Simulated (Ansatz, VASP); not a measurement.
## Al (fcc): VASP beside Ansatz

Wanted: the spread between two codes on one cell, functional and k mesh. The cell is taken from a series of runs on this material, whose earlier steps may have relaxed, scaled, displaced or heated it; both programs get it as it stands.

Calculated with Ansatz 0.2.0; plane waves, with VASP 6.6.1 beside it; r2SCANh with an exact-exchange share of 0.1.

## (1) Starting point

Symmetry: Fm-3m, No. 225, cubic system. Conventional cell: a = 3.993 Å, b = 3.993 Å, c = 3.993 Å, α = 90.00°, β = 90.00°, γ = 90.00°. Al has 12 Al at 2.82 Å nearest.

## (2) Ansatz: single point, r2SCANh with an exact-exchange share of 0.1

Ansatz runs on its PAW soft_1 files.

A single point takes one fixed geometry, so differences don't come from the geometry; what else differs is listed under the comparison.

input.yaml

```yaml
crystal:
  lattice:
    - [0.0, 1.9963843917, 1.9963843917]
    - [1.9963843917, 0.0, 1.9963843917]
    - [1.9963843917, 1.9963843917, 0.0]
  atoms:
    - { symbol: Al, position: [0.0, 0.0, 0.0] }
basis:
  ecutwfc: 500
  xc_grid: 2
hamiltonian:
  xc: r2scanh
  pseudopotentials: { kind: paw, azcp: { folder: soft_1 } }
kpoints:
  mp_grid: { grid: [10, 10, 10] }
scf:
  occupations: { method: fermi_dirac, width: 0.05 }
  max_iter: 150
output:
  forces: true
  stress: true
checkpoint:
  write: "../Al.r2scanh.run"
  compress: false
  write_wavefunctions: false
  write_every: 100000
```

Run with:

```
$ ansatz run input.yaml --threads 8 --pin off --max-ram 13189MiB --backend cpu --events-out ev --progress --plain --runs-dir out
```

Numbers of over 12 decimals in the logs are rounded to 6 here.

The program printed:

```text
Warning: output.stress: scf.convergence.dr2_threshold = 1e-7 eV (the SCF's general default) is looser than the 1e-10 eV advised for a printed stress (1e-10 eV for each atom of the cell: 1). What an SCF threshold leaves in a stress goes as its square root, and in the free energy as the threshold itself, and one threshold admits the most on a small cell: [figures from the program's tests cut] Set scf.convergence.dr2_threshold to 1e-10 eV or tighter. The threshold is an SCF's pass mark: one that does not reach it within its budget of iterations ends unconverged, or closes short of it on a stop that the run arms, and scf.convergence.dr2_threshold's page says what that costs each kind of run
Warning: output.stress: scf.exx.energy_threshold = 1e-6 eV is looser than the 1e-8 eV advised for a stress under a hybrid functional (1e-8 eV for each atom of the cell: 1). Every SCF of the exchange loop can meet its threshold on dr2 while the loop round them stops early: no threshold on dr2 bounds what that leaves in the stress. Set scf.exx.energy_threshold to 1e-8 eV or tighter. The threshold is the loop's pass mark: a loop that does not reach it within its budget of cycles ends unconverged, and scf.exx.energy_threshold's page has the law
Engine: ansatz 0.2.0, x86_64-unknown-linux-gnu
Pseudopotentials: kind: paw
Pseudopotential: Al, paw, valence charge 3, recommended cutoff 500 eV (meta_gga), soft_1/Al.paw.azcp
Functional definition: r2SCANh
  parameter a = 0.1
  parameter k0 = 0.174
  parameter k1 = 0.065
  parameter a1 = 4.9479
  exchange = (1 - a)*r2scan_x(k0 = k0, k1 = k1, a1 = a1) + a*exact_x
  correlation = r2scan_c
Crystal: 1 atoms, lattice volume = 15.913 Å³
Basis set: ecut = 500 eV, 411 PW (Γ), exchange–correlation on 48×48×48 points (8 copies of the dense FFT grid, shifted against one another)
Bands: 6, of which v1, the nominal top of the filled ones, is band 2 counted from 1 (1 counted from 0)
Symmetry: 48 space group operations
Space group: Fm-3m (ITA 225), of the structure as read, at distance tolerance 2.5e-5 Å
k-points: 47 of 1000
Non-local potential: Al, projectors of the file, l = 0: 2, l = 1: 2, l = 2: 1
PAW form: soft (Blöchl's): semilocal exchange-correlation on the pseudo side does not see the compensation charge
PAW frozen core: Al, regenerated for the run's functional, and the local potential with it (the file was generated under x = pbe(κ = 0.804, μ = 0.219515), c = pbe(β = 0.066725))
PAW one-centre angular grid: Al, 302 points (default); XC on 160 Gauss nodes
Initial density: superposition of atomic densities (chi_scale 0.1, normalization cell)
Initial wavefunctions: pseudopotential atomic-orbital guess
Functional: x = r2scan, c = r2scan; τ floored in thin density (d = 2e-4 eV/Å³), warm-up for x = 0.9 r2scan + 0.1 exact, c = r2scan; τ floored in thin density (d = 2e-4 eV/Å³)
iter 1 solved again at ethr=3.79e-3 eV; its pass at ethr=1.00e-1 eV (dr2=1.14e-1 eV) is discarded
SCF iter   1: F=—  HF=-540.382811 eV  |F-HF|=—  |Δ(HF+E_count)|=         —  Δρ=2.60e-2  dr2=1.14e-1  dr2_τ=4.38e-3  ethr=3.79e-3  ⟨swp⟩=2.4  Hψ=1621  notcnv=0
preconditioner: auto → none  [insulator: Δε(μ)=0.215 eV  Ē_g=14.508 eV  σ=0.050 eV  W_gap=0.77  n_scr=0 (ndim 8)  ℏωp=16.1 eV  f_vac=0.000  D(μ)=0.43/eV (n_scr^D=0)]
SCF iter   2: F=—  HF=-540.394852 eV  |F-HF|=—  |Δ(HF+E_count)|=   1.20e-2  Δρ=1.36e-2  dr2=3.10e-2  dr2_τ=1.21e-4  ethr=3.79e-3  ⟨swp⟩=2.1  Hψ=568  notcnv=0  defer=1
iter 3 solved again at ethr=1.52e-6 eV; its pass at ethr=1.03e-3 eV (dr2=4.55e-5 eV) is discarded
SCF iter   3: F=—  HF=-540.399638 eV  |F-HF|=—  |Δ(HF+E_count)|=   4.79e-3  Δρ=5.64e-4  dr2=4.95e-5  dr2_τ=4.58e-7  ethr=1.52e-6  ⟨swp⟩=3.3  Hψ=1224  notcnv=0  defer=5
SCF iter   4: F=—  HF=-540.399635 eV  |F-HF|=—  |Δ(HF+E_count)|=   3.03e-6  Δρ=1.11e-4  dr2=1.25e-6  dr2_τ=3.61e-8  ethr=1.52e-6  ⟨swp⟩=2.1  Hψ=366  notcnv=0  defer=2
SCF iter   5: F=—  HF=-540.399636 eV  |F-HF|=—  |Δ(HF+E_count)|=   1.29e-6  Δρ=1.27e-5  dr2=2.54e-8  dr2_τ=9.48e-11  ethr=4.18e-8  ⟨swp⟩=3.0  Hψ=414  notcnv=0  defer=1
SCF iter   6: F=—  HF=-540.399636 eV  |F-HF|=—  |Δ(HF+E_count)|=  2.55e-10  Δρ=2.85e-6  dr2=1.15e-9  dr2_τ=1.41e-12  ethr=8.48e-10  ⟨swp⟩=2.2  Hψ=369  notcnv=0
SCF iter   7: F=-540.399636 eV  HF=-540.399636 eV  |F-HF|=6.82e-13  |Δ(HF+E_count)|=  3.46e-10  Δρ=9.29e-8  dr2=9.13e-13  dr2_τ=8.43e-15  ethr=3.83e-11  ⟨swp⟩=3.3  Hψ=427  notcnv=0
SCF 1 converged in 7 iterations: F = -540.399636 eV  dr2 = 9.13e-13
  greatest PAW one-centre occupation: 0.435 electrons in one spin orbital (limit 2), on the Al atom at site 0 (counted from 0), in its partial waves of l = 0
Initial density: handed on by an earlier stage of this run
Initial wavefunctions: those handed on with the density
Functional: x = 0.9 r2scan + 0.1 exact, c = r2scan; τ floored in thin density (d = 2e-4 eV/Å³)
Frozen-core exchange: fock
iter 1 solved again at ethr=3.16e-7 eV; its pass at ethr=1.00e-1 eV (dr2=9.47e-6 eV) is discarded
SCF iter   1: F=—  HF=-540.312767 eV  |F-HF|=—  |Δ(HF+E_count)|=         —  Δρ=2.35e-4  dr2=1.15e-5  dr2_τ=2.02e-8  ethr=3.16e-7  ⟨swp⟩=5.3  Hψ=1680  notcnv=0
preconditioner: auto → none  [insulator: Δε(μ)=0.336 eV  Ē_g=15.121 eV  σ=0.050 eV  W_gap=0.87  n_scr=0 (ndim 8)  ℏωp=16.1 eV  f_vac=0.000  D(μ)=0.27/eV (n_scr^D=0)]
SCF iter   2: F=—  HF=-540.312811 eV  |F-HF|=—  |Δ(HF+E_count)|=   4.40e-5  Δρ=1.28e-4  dr2=2.86e-6  dr2_τ=2.36e-8  ethr=3.16e-7  ⟨swp⟩=2.0  Hψ=356  notcnv=0
SCF iter   3: F=-540.312811 eV  HF=-540.312811 eV  |F-HF|=4.32e-9  |Δ(HF+E_count)|=   9.34e-7  Δρ=6.06e-6  dr2=6.52e-9  dr2_τ=1.64e-10  ethr=9.50e-8  ⟨swp⟩=2.0  Hψ=356  notcnv=0
SCF 2 converged in 3 iterations: F = -540.312811 eV  dr2 = 6.52e-9
  greatest PAW one-centre occupation: 0.437 electrons in one spin orbital (limit 2), on the Al atom at site 0 (counted from 0), in its partial waves of l = 0
hybrid outer 1: dexx = +2.966e-5 eV, tail = 1.85e-8 eV
Frozen-core exchange: fock
SCF iter   1: F=—  HF=-540.312811 eV  |F-HF|=—  |Δ(HF+E_count)|=         —  Δρ=7.88e-6  dr2=3.84e-9  dr2_τ=2.39e-10  ethr=4.44e-9  ⟨swp⟩=4.9  Hψ=988  notcnv=0
preconditioner: auto → none  [insulator: Δε(μ)=0.347 eV  Ē_g=15.122 eV  σ=0.050 eV  W_gap=0.87  n_scr=0 (ndim 8)  ℏωp=16.1 eV  f_vac=0.000  D(μ)=0.26/eV (n_scr^D=0)]
SCF iter   2: F=-540.312811 eV  HF=-540.312811 eV  |F-HF|=1.75e-9  |Δ(HF+E_count)|=   6.38e-9  Δρ=4.24e-6  dr2=1.16e-9  dr2_τ=5.08e-11  ethr=1.25e-10  ⟨swp⟩=2.2  Hψ=367  notcnv=0  defer=1
SCF 3 converged in 2 iterations: F = -540.312811 eV  dr2 = 1.16e-9
  Residual-converged pass: ⟨swp⟩=2.5  Hψ=377  notcnv=0  max |occ|·‖R‖ = 2.4e-6 eV (tolerance 2.4e-6 eV)  dr2=1.17e-9  dr2_τ=5.13e-11  dr2_onsite=7.28e-10  max |Δocc| = 7.1e-13
hybrid outer 2: dexx = +9.658e-10 eV, tail = 3.89e-9 eV, Δε = 1.09e-4 eV (about 2.91e-5 eV left of the loop's levels)
hybrid SCF converged: 2 outer / 5 inner (+7 warm-up), last move |dexx| = 9.66e-10 eV, tail = 3.89e-9 eV
Stability not checked: this state was not tested for a lower state beside it, because the functional holds exact exchange (a hybrid, or Hartree-Fock), whose exchange loop this test does not read (fock_operator; see scf.lower_state_search)
Free energy (F): -540.312811 eV
Frozen-core exchange: fock
Harris-Foulkes:  -540.312811 eV  (|F-HF|=1.75e-9)
Internal energy: -540.310422 eV  (E = F + TS)
E sigma→0 (E₀):  -540.311616 eV
Entropy (-TS):   -0.002389 eV (-2.389 meV/atom)
Fermi energy:    8.399043 eV
--- Per-component energies (eV) ---
  E_band       = 9.522102
  E_kinetic    = 23.231103
  E_local      = 11.419613  (includes V_loc(G=0)·N_el)
  E_nonlocal   = 9.345854
  E_hartree    = 0.118604
  E_xc         = -32.199249
  E_vxc        = -28.712276  (∫ρ·V_xc dr)
  E_exx        = -1.838261  (= α·E_x^exact, valence–valence)
  E_paw        = -475.910196  (= ΣΔE_a)
  E_vpaw       = -3.331188  (= ΣTr[D̂ρ^β])
  E_aug_tail   = 0.000000  (compensation charges beyond the density's cutoff)
  E_vtau       = 1.008269  (kinetic-family band-sum trace: ∫τ·v_τ [+ j·A + Jᵃ·Aᵃ] dr)
  E_ewald      = -74.407451
  E_core_change = -0.070440  (= ΣΔE_core)
  E_smearing   = -0.002389  (= −TS)
  E_closure    = -0.000000  (closes the sum)
  Σ components = -540.312811   (vs F -540.312811, Δ=0.00e0)
--- Forces (eV/Å), atoms counted from 1 ---
  atom   1  Al    -0.00000000    -0.00000000    -0.00000000
  max |Σ_I F_I| component: 7.40e-32 eV/Å
--- Stress (GPa, compression-positive) ---
       -0.708140       0.000000       0.000000
       -0.000000      -0.708140       0.000000
        0.000000       0.000000      -0.708140
  P = ⅓ Tr σ = -0.7081 GPa (-7.081 kbar)
--- Band table (eV; the first three rows and the last of 47) ---
  k-point 0: bands = ["-4.4294", "22.2375", "22.2375", "22.2375"]
  k-point 1: bands = ["-4.1244", "18.8265", "21.6167", "21.6167"]
  k-point 2: bands = ["-3.2135", "14.4579", "20.8670", "20.8670"]
  k-point 46: bands = ["6.3318", "7.9148", "8.2899", "10.7549"]
  guard bands above this table: 2 of the run's 6 bands. The solve was not asked for them (output.publish_guard_bands: true or output.eigenvalues: true publishes all)
```

The run ends at a pressure of -0.71 GPa.

## (3) VASP: single point, r2SCANh with an exact-exchange share of 0.1

The same cell, functional, mesh and smearing now go to VASP, with its own data sets.

Lines of VASP's logs that name or quote its potential files are left out, and so is its time.

The run reads the wave functions of an earlier VASP run, which isn't shown here.

INCAR

```
SYSTEM = Al
PREC = Accurate
ENCUT = 400
EDIFF = 1E-06
NELM = 100
ISMEAR = -1
SIGMA = 0.05
LREAL = .FALSE.
ALGO = Normal
LHFCALC = .TRUE.
AEXX = 0.1
METAGGA = R2SCAN
LASPH = .TRUE.
NBANDS = 7
PRECFOCK = Fast
LORBIT = 11
LWAVE = .FALSE.
LCHARG = .FALSE.
KPAR = 4
ISIF = 2
```

POSCAR

```
Al
1.0
    0.0000000000      1.9963843917      1.9963843917
    1.9963843917      0.0000000000      1.9963843917
    1.9963843917      1.9963843917      0.0000000000
Al
1
Direct
    0.0000000000      0.0000000000      0.0000000000
```

KPOINTS

```
Automatic mesh
0
Gamma
10 10 10
0 0 0
```

PAW data sets: Al (PBE family, release 64).

Run with:

```
$ mpirun -np 4 vasp_std
```

The program printed:

```text
[banner, memory and clock lines left out]
running    4 mpi-ranks, on    1 nodes
 distrk:  each k-point on    1 cores,    4 groups
 distr:  one band on    1 cores,    1 groups

 POSCAR found type information on POSCAR Al
 POSCAR found :  1 types and       1 ions
|                                                                             |
|               ----> ADVICE to this user running VASP <----                  |
|                                                                             |
|     You enforced a specific xc type in the INCAR file but a different       |
|     [... a line on the potential file left out ...]
|     I HOPE YOU KNOW WHAT YOU ARE DOING!                                     |
|                                                                             |

 LDA part: xc-table for (None), standard interpolation
 found WAVECAR, reading the header
 POSCAR, INCAR and KPOINTS ok, starting setup
 FFT: planning ... GRIDC
 FFT: planning ... GRID_SOFT
 FFT: planning ... GRID
 reading WAVECAR
 the WAVECAR file was read successfully
 initial charge from wavefunction
 entering main loop
       N       E                     dE             d eps       ncg     rms          rms(c)
DAV:   1    -0.668735097199E+01   -0.66874E+01   -0.38116E-01   756   0.294E+00    0.451E+00
DAV:   2    -0.669106754441E+01   -0.37166E-02   -0.47426E-03   903   0.509E-01    0.325E+00
DAV:   3    -0.669125848723E+01   -0.19094E-03   -0.79593E-05   924   0.603E-02    0.203E+00
DAV:   4    -0.669137435648E+01   -0.11587E-03   -0.32529E-05   840   0.372E-02    0.128E+00
DAV:   5    -0.669140451482E+01   -0.30158E-04   -0.20909E-05   826   0.285E-02    0.823E-01
DAV:   6    -0.669139051264E+01    0.14002E-04   -0.95354E-06   840   0.191E-02    0.532E-01
DAV:   7    -0.669136603084E+01    0.24482E-04   -0.37692E-06   854   0.119E-02    0.343E-01
DAV:   8    -0.669134414386E+01    0.21887E-04   -0.14240E-06   742   0.730E-03    0.220E-01
DAV:   9    -0.669132781026E+01    0.16334E-04   -0.44374E-07   392   0.447E-03    0.137E-01
DAV:  10    -0.669131679253E+01    0.11018E-04   -0.34424E-07   378   0.389E-03    0.890E-02
DAV:  11    -0.669130938000E+01    0.74125E-05   -0.13012E-07   350   0.254E-03    0.556E-02
DAV:  12    -0.669130457105E+01    0.48089E-05   -0.69435E-08   364   0.153E-03    0.371E-02
DAV:  13    -0.669130141472E+01    0.31563E-05   -0.24518E-08   350   0.117E-03    0.231E-02
DAV:  14    -0.669129941756E+01    0.19972E-05   -0.15337E-08   350   0.713E-04    0.156E-02
DAV:  15    -0.669129810009E+01    0.13175E-05   -0.43141E-09   350   0.487E-04    0.968E-03
DAV:  16    -0.669129727653E+01    0.82356E-06   -0.28937E-09   350   0.301E-04
   1 F= -.66912973E+01 E0= -.66901332E+01  d E =-.232812E-02
```

From OUTCAR (step 3):

```text
ion  position               nearest neighbor table
   1  0.000  0.000  0.000-

  LATTYP: Found a face centered cubic cell.
 ALAT       =     3.9927687834

 Subroutine GETGRP returns: Found 48 space group operations
 (whereof 48 operations were pure point group operations)

The static configuration has the point symmetry O_h .

 Found     47 irreducible k-points:

   k-points           NKPTS =     47   k-points in BZ     NKDIM =   1000   number of bands    NBANDS=      7

   dimension x,y,z NGX =    18 NGY =   18 NGZ =   18
   dimension x,y,z NGXF=    36 NGYF=   36 NGZF=   36

   ENCUT  =  400.0 eV  29.40 Ry    5.42 a.u.   4.60  4.60  4.60*2*pi/ulx,y,z

   NELECT =       3.0000    total number of electrons

 k-points in reciprocal lattice and weights: Automatic mesh
   0.00000000  0.00000000  0.00000000       0.001
   0.10000000  0.00000000  0.00000000       0.008
   0.20000000  0.00000000  0.00000000       0.008
   0.30000000  0.00000000  0.00000000       0.008
   0.40000000  0.00000000  0.00000000       0.008
   0.50000000  0.00000000  0.00000000       0.004
   0.10000000  0.10000000  0.00000000       0.006
   0.20000000  0.10000000  0.00000000       0.024
   0.30000000  0.10000000  0.00000000       0.024
[...]
-0.30000000  0.40000000  0.20000000       0.024
  -0.30000000  0.50000000  0.20000000       0.012

  exchange ACFDT corr.  =         0.00000000  see jH, gK, PRB 81, 115126

 average (electrostatic) potential at core
       1 -73.0507

 E-fermi :   8.4462

 k-point     1 :       0.0000    0.0000    0.0000
  band No.  band energies     occupation
      1      -4.3946      2.00000
      2      22.4035      0.00000
      3      22.4035      0.00000
      4      22.4035      0.00000
      5      24.5170      0.00000
      6      24.5170      0.00000
    ...

 k-point     2 :       0.1000    0.0000    0.0000
  band No.  band energies     occupation
      1      -4.0888      2.00000
      2      18.9152      0.00000
      3      21.7369      0.00000
      4      21.7369      0.00000
      5      24.9826      0.00000
      6      25.6450      0.00000
    ...

 k-point     3 :       0.2000    0.0000    0.0000
  band No.  band energies     occupation
      1      -3.1745      2.00000
      2      14.5231      0.00000
      3      20.9605      0.00000
      4      20.9605      0.00000
      5      24.6001      0.00000
      6      25.9589      0.00000
    ...

  Total       -0.0945710     -0.0945710     -0.0945710      0.0000000     -0.0000000      0.0000000
  in kB       -9.5215190     -9.5215190     -9.5215190      0.0000000     -0.0000000      0.0000000
  external PRESSURE =      -9.5215190 kB  Pullay stress =       0.0000000 kB

  energy-cutoff  :      400.00
  volume of cell :       15.91
      direct lattice vectors                 reciprocal lattice vectors
     0.000000000  1.996384392  1.996384392    -0.250452770  0.250452770  0.250452770
     1.996384392  0.000000000  1.996384392     0.250452770 -0.250452770  0.250452770
     1.996384392  1.996384392  0.000000000     0.250452770  0.250452770 -0.250452770

 POSITION                                       TOTAL-FORCE (eV/Angst)
 -----------------------------------------------------------------------------------
      0.00000      0.00000      0.00000        -0.000000     -0.000000      0.000000
 -----------------------------------------------------------------------------------
    total drift:                                0.000000      0.000000      0.000000

  FREE ENERGIE OF THE ION-ELECTRON SYSTEM (eV)
  ---------------------------------------------------
  free  energy   TOTEN  =        -6.6912972765 eV

  energy  without entropy=       -6.6889691608  energy(sigma->0) =       -6.69013322

 total charge
# of ion       s       p       d       tot
------------------------------------------
    1        0.440   0.374   0.000   0.813

[... 3 further parts left out ...]
```

The run ends at a pressure of -0.95 GPa.

## (4) Differences

Known differences besides the potentials themselves: exact exchange at q = 0 is treated differently, which shows on coarse meshes; VASP keeps PBE cores, Ansatz makes them for the functional; the cutoff is 500 eV in Ansatz and 400 eV in VASP; VASP takes a coarser grid for exact exchange (PRECFOCK = Fast). Total energies have different zeros and are not compared.

Both answers:

```
      quantity  Ansatz   VASP  difference
pressure (GPa)   -0.71  -0.95       +0.24
```

## (5) Results

```json
{"difference in pressure (single point, r2SCANh with an exact-exchange share of 0.1)": "0.24 GPa"}
```

What this shows: The difference in pressure is 0.24 GPa (single point, r2SCANh with an exact-exchange share of 0.1), within the 1 GPa picked in this series as the mark of a large difference. How closely two codes agree says nothing of how well the functional describes the real material.

[Lines on the potential files, build, host, timing and source positions are cut from VASP's logs without a mark.]

[Logs are printed without paths, hosts, clocks, repeated set-up lines and the standing remarks that a program may print on its own settings, such as how far it seeks lower states.]

[Hosts, paths, dates, database ids (printed as entryN), source tags and the programs' standing remarks are cut or masked in the printed files.]
